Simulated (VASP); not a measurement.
Consider the following.

```
CELL_PARAMETERS angstrom
      0.00000     2.23390     2.23390
      2.23390     0.00000     2.23390
      2.23390     2.23390     0.00000
ATOMIC_POSITIONS crystal
  Ta 0.00000 0.00000 0.00000
  C  0.50000 0.50000 0.50000
```

Computed with PBE GGA, VASP's PBE PAW potentials (set 64) (plane waves; VASP). Settings: 400 eV cut-off, 9×9×9 Γ-centred mesh, Gaussian smearing of 0.050 eV, potentials Ta_pv C.

### Question
Give the energies of bands 5 to 10 at the high-symmetry points, in eV from the Fermi level.

### Answer

```tsv
band	Γ	X	U	L	W
5	-1.29	-4.57	-5.82	-8.64	-5.21
6	-1.29	-4.47	-4.84	-5.39	-4.93
7	-1.29	-1.71	-3.76	-5.39	-4.93
8	-0.41	-1.71	-0.57	2.71	1.65
9	-0.41	2.60	3.14	2.71	1.65
10	-0.41	4.06	3.98	3.69	4.08
```

It has no gap at this level: it comes out as a metal or semimetal.

The structure comes from a computed database's TaC entry (Fm-3m); how it stands against other phases isn't given here. The cell was not relaxed at this level. The electron count is odd and the run is not spin-polarised, which forces a metal.
